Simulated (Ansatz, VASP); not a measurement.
# Cross-check of Zn10In18Sn11O59 between VASP and Ansatz, part 2 of 2

Wanted: the spread between two codes on one cell, functional and k mesh. Of the first pair: The structure shown is frame 32 of Ansatz's trajectory.

VASP 6.6.1 and Ansatz 0.2.0.

So far. Step 6 (VASP: single point, PBE, pair 2): The run ends at a pressure of -0.03 GPa, with forces up to 1.7 eV/Å.

## Step 7: Side by side

Forces on 10 of the 98 atoms, those with the largest forces and the largest differences (eV/Å; atoms numbered as in POSCAR):

```csv
atom,"Ansatz x, y, z","VASP x, y, z"
In5,"1.087, 0.578, -0.605","1.131, 0.617, -0.617"
Zn22,"0.693, -0.283, -0.823","0.768, -0.337, -0.877"
Sn34,"1.287, 0.178, -0.363","1.318, 0.176, -0.367"
Sn38,"-1.418, 0.435, 0.879","-1.430, 0.427, 0.909"
O45,"0.641, -1.136, 0.215","0.655, -1.157, 0.231"
O53,"-0.973, -0.615, -0.976","-0.952, -0.615, -1.004"
O58,"-1.248, 0.196, 1.064","-1.253, 0.220, 1.133"
O61,"-0.718, -0.292, -0.374","-0.766, -0.255, -0.318"
O76,"0.269, -0.702, 0.181","0.268, -0.752, 0.126"
O92,"-0.554, 1.139, 0.379","-0.553, 1.178, 0.372"
```

The forces differ by 24 meV/Å r.m.s., which is 4.9 % of the r.m.s. force of 0.478 eV/Å (both taken over all components).

## Step 8: Ansatz: dynamics, PBE

One frame of this run of dynamics is then solved in both programs, so the motion causes no difference.

The structure compared here is frame 96 of Ansatz's trajectory.

input.yaml

```yaml
crystal:
  lattice:
    - [10.94523, 0.0, 0.0]
    - [0.0, 10.94523, 0.0]
    - [0.0, 0.0, 10.94523]
  atoms:
    - { symbol: In, position: [0.11217, 0.32183, 0.31642] }
    - { symbol: In, position: [0.0817, 0.67943, 0.66143] }
    - { symbol: In, position: [0.78885, 0.76146, 0.84019] }
    - { symbol: In, position: [0.51588, 0.60874, 0.64774] }
    - { symbol: In, position: [0.28129, 0.1117, 0.50801] }
    - { symbol: In, position: [0.76989, 0.47351, 0.83519] }
    - { symbol: In, position: [0.29518, 0.47671, 0.82362] }
    - { symbol: In, position: [0.59426, 0.61966, 0.31998] }
    - { symbol: In, position: [0.50912, 0.18262, 0.3575] }
    - { symbol: In, position: [0.80404, 0.1191, 0.45635] }
    - { symbol: In, position: [0.54033, 0.97803, 0.9277] }
    - { symbol: In, position: [0.02479, 0.96778, 0.65896] }
    - { symbol: In, position: [0.77642, 0.20029, 0.72396] }
    - { symbol: In, position: [0.03843, 0.25954, 0.94826] }
    - { symbol: In, position: [0.30634, 0.11734, 0.12265] }
    - { symbol: In, position: [0.32196, 0.76821, 0.44247] }
    - { symbol: In, position: [0.49317, 0.66722, 0.00029] }
    - { symbol: In, position: [0.28556, 0.10653, 0.8061] }
    - { symbol: Zn, position: [0.81265, 0.75735, 0.10156] }
    - { symbol: Zn, position: [0.33126, 0.79959, 0.75149] }
    - { symbol: Zn, position: [0.25895, 0.79869, 0.13463] }
    - { symbol: Zn, position: [0.03864, 0.63953, 0.31253] }
    - { symbol: Zn, position: [0.51292, 0.30327, 0.60174] }
    - { symbol: Zn, position: [0.81473, 0.86058, 0.36963] }
    - { symbol: Zn, position: [0.81765, 0.08221, 0.18566] }
    - { symbol: Zn, position: [0.80129, 0.03599, 0.92678] }
    - { symbol: Zn, position: [0.89328, 0.48146, 0.15998] }
    - { symbol: Zn, position: [0.60085, 0.40843, 0.13485] }
    - { symbol: Sn, position: [0.0395, 0.95981, 0.0356] }
    - { symbol: Sn, position: [0.02509, 0.35938, 0.66167] }
[... 62 atom lines left out ...]
    - { symbol: O, position: [0.66786, 0.98785, 0.07779] }
    - { symbol: O, position: [0.69692, 0.07378, 0.60608] }
    - { symbol: O, position: [0.95352, 0.99351, 0.47447] }
    - { symbol: O, position: [0.88462, 0.87511, 0.96681] }
    - { symbol: O, position: [0.69745, 0.8136, 0.5248] }
    - { symbol: O, position: [0.6777, 0.69501, 0.98674] }
kpoints:
  mp_grid: { grid: [1, 1, 1] }
hamiltonian:
  xc: pbe
scf:
  occupations: { method: gaussian, width: 0.025 }
output:
  forces: true
  stress: true
md:
  timestep: 1.0
  n_steps: 96
  ensemble: nve
  temperature: 300
  initial_velocities: maxwell_boltzmann
  seed: 6484
```

Command:

```console
> ansatz run input.yaml --threads 4 --pin off --max-ram 8192MiB --backend cpu --events-out ev --progress --plain --runs-dir out
```

Numbers of over 12 decimals in the logs are rounded to 6 here.

What it wrote:

```text
[...]
Crystal: 98 atoms, lattice volume = 1311.217 Å³
Basis set: ecut = 420 eV, 25677 PW (Γ), exchange–correlation on 150×150×150 points (8 copies of the dense FFT grid, shifted against one another)
Bands: 529, of which v1, the nominal top of the filled ones, is band 431 counted from 1 (430 counted from 0)
Symmetry: 1 space group operations
k-points: 1
[...]
atom  98  O     -0.28059787     0.02154392    -0.14764791
  max |Σ_I F_I| component: 4.53e-5 eV/Å
--- Stress (GPa, compression-positive) ---
       -3.893815      -0.731878       0.053079
       -0.731877      -0.515544       0.259062
        0.053079       0.259062       2.274891
  P = ⅓ Tr σ = -0.7115 GPa (-7.115 kbar)
--- MD trajectory: 96 steps, t = 0.0 → 96.0 fs ---
[...]
conserved energy: peak-to-peak 2.627e-3 eV (2.680e-5 eV/atom) over 96.0 fs
[key lines of the parts left out:]
SCF converged after 8 iterations
Free energy (F): -233684.998828 eV
Fermi energy:    8.063227 eV
```

## Step 9: VASP: single point, PBE, pair 3

The same cell, functional, mesh and smearing now go to VASP, with its own data sets.

INCAR

```
SYSTEM = Zn10In18Sn11O59
PREC = Accurate
ENCUT = 520
EDIFF = 1E-06
NELM = 120
ISMEAR = 0
SIGMA = 0.025
LREAL = Auto
ALGO = Normal
GGA = PE
NBANDS = 504
LORBIT = 11
LWAVE = .FALSE.
LCHARG = .FALSE.
ISIF = 2
LASPH = .TRUE.
GGA_COMPAT = .FALSE.
EFERMI = MIDGAP
NCORE = 2
```

POSCAR

```
Zn10In18Sn11O59
1.0
   10.9452300000      0.0000000000      0.0000000000
    0.0000000000     10.9452300000      0.0000000000
    0.0000000000      0.0000000000     10.9452300000
In Zn Sn O
18 10 11 59
Direct
    0.0832782865      0.3015377475      0.3084814115
    0.0830498765      0.6765778334      0.6623433222
    0.7884530522      0.7686179276      0.8298957628
    0.5141874588      0.6171090055      0.6392556392
    0.2740371833      0.1163063727      0.5108618092
    0.7784121485      0.4832972902      0.8313210412
    0.2961746807      0.4778337230      0.8256656096
    0.5914539941      0.6285751875      0.3214733724
    0.5205189841      0.1893244820      0.3531949534
    0.8238383296      0.1143146375      0.4552302693
    0.5418159326      0.9876174370      0.9301129350
    0.0258286030      0.9746620217      0.6694240322
    0.7743099049      0.2071313257      0.7200396885
    0.0306343494      0.2490125836      0.9476091412
    0.3059963107      0.1328432568      0.1225008520
    0.3290565845      0.7698422052      0.4400547088
    0.4935300583      0.6687296658      0.0073091200
    0.2907750682      0.1049224183      0.8114493711
    0.8073562639      0.7362750714      0.0934288270
    0.3253746152      0.8099784107      0.7712309380
    0.2497069500      0.7861141337      0.1319752988
    0.0311642606      0.6334174796      0.3159367140
    0.5049962404      0.3007520171      0.6080274238
    0.8127832855      0.8567476426      0.3742726284
    0.8276664812      0.0782349937      0.1904939412
    0.8119884187      0.0362349626      0.9265680118
    0.8776060439      0.4751933034      0.1443825301
    0.6054052770      0.3831988912      0.1360135877
    0.0438273111      0.9484131444      0.0505882471
    0.0321235826      0.3657026851      0.6574370753
[... 62 atom lines left out ...]
    0.6704747182      0.9882935306      0.0791486337
    0.7332326502      0.0533657127      0.6071503294
    0.9688421349      0.9780516261      0.4713742882
    0.8852532108      0.8750478519      0.9768730305
    0.6892317475      0.8060588951      0.5170745612
    0.6819957187      0.6853122319      0.9741229741
```

KPOINTS

```
Automatic mesh
0
Gamma
1 1 1
0 0 0
```

PAW data sets: In_d, Zn, Sn_d and O (PBE family, release 64).

Command:

```console
> mpirun -np 8 vasp_gam
```

What it wrote:

```text
[... set-up lines as in an earlier step ...]
 entering main loop
       N       E                     dE             d eps       ncg     rms          rms(c)
DAV:   1     0.216721241053E+05    0.21672E+05   -0.35669E+05  1008   0.288E+03
DAV:   2     0.557685548386E+04   -0.16095E+05   -0.15430E+05  1008   0.901E+02
DAV:   3     0.438387395187E+03   -0.51385E+04   -0.48664E+04  1008   0.388E+02
DAV:   4    -0.548263595744E+03   -0.98665E+03   -0.95002E+03  1184   0.171E+02
[...]
DAV:  20    -0.527744740640E+03    0.29996E-05   -0.14920E-05  1256   0.179E-02    0.137E-02
DAV:  21    -0.527744740825E+03   -0.18513E-06   -0.10066E-05  1024   0.983E-03    0.949E-03
DAV:  22    -0.527744740761E+03    0.64087E-07   -0.16196E-06   664   0.647E-03
   1 F= -.52774474E+03 E0= -.52774474E+03  d E =-.170943E-17
```

Parts of OUTCAR (step 9):

```text
  FREE ENERGIE OF THE ION-ELECTRON SYSTEM (eV)
  ---------------------------------------------------
  free  energy   TOTEN  =      -527.7447407606 eV

  energy  without entropy=     -527.7447407606  energy(sigma->0) =     -527.74474076

[... 1 part as in an earlier step ...]
```

The run ends at a pressure of -0.19 GPa, with forces up to 2.3 eV/Å.

## Step 10: Comparison

Forces on 9 of the 98 atoms, those with the largest forces and the largest differences (eV/Å; atoms numbered as in POSCAR):

```csv
atom,"Ansatz x, y, z","VASP x, y, z"
In9,"-1.725, -1.045, -0.689","-1.742, -1.074, -0.695"
Zn21,"0.887, -0.228, 0.218","0.985, -0.231, 0.221"
Sn34,"-0.927, -0.084, 1.442","-0.928, -0.098, 1.460"
O44,"-1.107, -0.373, 0.498","-1.195, -0.433, 0.525"
O53,"1.023, 0.497, 0.526","1.103, 0.550, 0.529"
O57,"-0.275, -0.768, 1.066","-0.282, -0.777, 1.076"
O58,"1.309, 0.140, -1.806","1.374, 0.130, -1.807"
O59,"1.374, 0.993, 0.695","1.390, 0.996, 0.734"
O62,"0.380, -0.831, -1.069","0.399, -0.842, -1.073"
```

The forces differ by 25 meV/Å r.m.s., which is 5.0 % of the r.m.s. force of 0.497 eV/Å (both taken over all components).

## Step 11: What came out

```yaml
r_m_s_force_difference_single_point_pbe_pair_1: 5.2 % of the r.m.s. force
r_m_s_force_difference_single_point_pbe_pair_2: 4.9 % of the r.m.s. force
r_m_s_force_difference_single_point_pbe_pair_3: 5.0 % of the r.m.s. force
```

What this shows: The r.m.s. force difference is 5.2 % of the r.m.s. force (single point, PBE, pair 1), beyond the 3 % picked in this series as the mark of a large difference. What causes the difference of the single point, PBE, pair 1 pair stays open here. What causes the difference of the single point, PBE, pair 2 pair stays open here. What causes the difference of the single point, PBE, pair 3 pair stays open here. How closely two codes agree says nothing of how well the functional describes the real material.

[Lines on the potential files, build, host, timing and source positions are cut from VASP's logs without a mark.]

[Logs are printed without paths, hosts, clocks, repeated set-up lines and the standing remarks that a program may print on its own settings, such as how far it seeks lower states.]

[Hosts, paths, dates, database ids (printed as entryN), source tags and the programs' standing remarks are cut or masked in the printed files.]
